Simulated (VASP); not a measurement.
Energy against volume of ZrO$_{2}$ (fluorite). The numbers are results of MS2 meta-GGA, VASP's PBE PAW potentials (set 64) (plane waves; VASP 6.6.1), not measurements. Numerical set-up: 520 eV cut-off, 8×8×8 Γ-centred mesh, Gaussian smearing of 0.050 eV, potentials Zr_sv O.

```tsv
V (Å³/atom)	E (eV/atom)
10.307	-11.07815
10.636	-11.10543
10.965	-11.11436
11.294	-11.10749
```

Task: Fit these four points and predict the energy of the run at 11.623 Å³/atom.

Result: A cubic in V^(−2/3), the third-order Birch-Murnaghan form, passes through the four points with V0 = 10.98 Å³/atom and B0 = 255 GPa, and gives -11.0870 eV/atom there. The run gave -11.0872 eV/atom, -0.2 meV/atom from the fit; all five points give B0 = 254 GPa.

The compound is ZrO2 in the fluorite structure, the high-temperature cubic form, which is unstable at 0 K; the monoclinic form is the stable one. It was relaxed first.
